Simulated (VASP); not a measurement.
Input of a VASP 6.6.1 run:

Contents of INCAR:

```
PREC = Accurate
ENCUT = 520
EDIFF = 1E-6
ISMEAR = 0
SIGMA = 0.1
LREAL = F
LASPH = T
NELM = 100
ALGO = Fast
ISIF = 2
LWAVE = F
LCHARG = F
GGA = CA
NBANDS = 29
```

The input KPOINTS:

```
Automatic mesh
0
Gamma
  4 4 4
```

File POSCAR:

```
TaTlO3
1.0
    4.0828480000      0.0000000000      0.0000000000
    0.0000000000      4.0828480000      0.0000000000
    0.0000000000      0.0000000000      4.0828480000
Ta Tl O
1 1 3
Direct
    0.5000000000      0.5000000000      0.5000000000
    0.0000000000      0.0000000000      0.0000000000
    0.5000000000      0.5000000000      0.0000000000
    0.5000000000      0.0000000000      0.5000000000
    0.0000000000      0.5000000000      0.5000000000
```

Potentials or basis: VASP PAW LDA potentials, release 64 (Ta_pv, Tl_d, O).

Run with:

```bash
$ cat potpaw_LDA.64/Ta_pv/POTCAR potpaw_LDA.64/Tl_d/POTCAR potpaw_LDA.64/O/POTCAR > POTCAR
$ mpirun -np 1 vasp_std > vasp.out
```

(1) What does it give for the pressure?

(2) What does it give for the band gap on the k mesh?

## Answers

(1) -10.7 GPa.

(2) 0.59 eV, direct.

Caveat: spin-orbit coupling is left out, which as a rule narrows the gap of such compounds by several tenths of an eV.
